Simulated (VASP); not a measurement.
Input:

```xyz
1
Lattice="2.3183 0.0000 0.0000 0.0000 2.3183 0.0000 0.0000 0.0000 2.3183" Properties=species:S:1:pos:R:3 pbc="T T T"
Cr     0.0000     0.0000     0.0000
```
Starting moments (μB, in the order of the record's atoms Cr): 0.2.

Method: r2SCAN meta-GGA, VASP's PBE PAW potentials (set 64) (plane waves; VASP). Settings: 400 eV cut-off, 17×17×17 Γ-centred mesh, tetrahedra with Blöchl corrections, potentials Cr_pv.

Task: The job: Cr (relaxed from the simple-cubic structure, space group Pm-3m), 1 atom, r2SCAN, static run, 400 eV, 17×17×17 Γ-centred mesh. Roughly how much core time does it take on a busy server core?

Result: About 3 core-minutes (one run on a shared machine, a rough figure). It had 165 irreducible k-points, 10 bands, up to 251 plane waves and 20 electronic steps.

The structure was generated: Cr was put into the simple-cubic type (Pm-3m), which need not be its known phase. It was relaxed first, which changed the volume by -7 %.
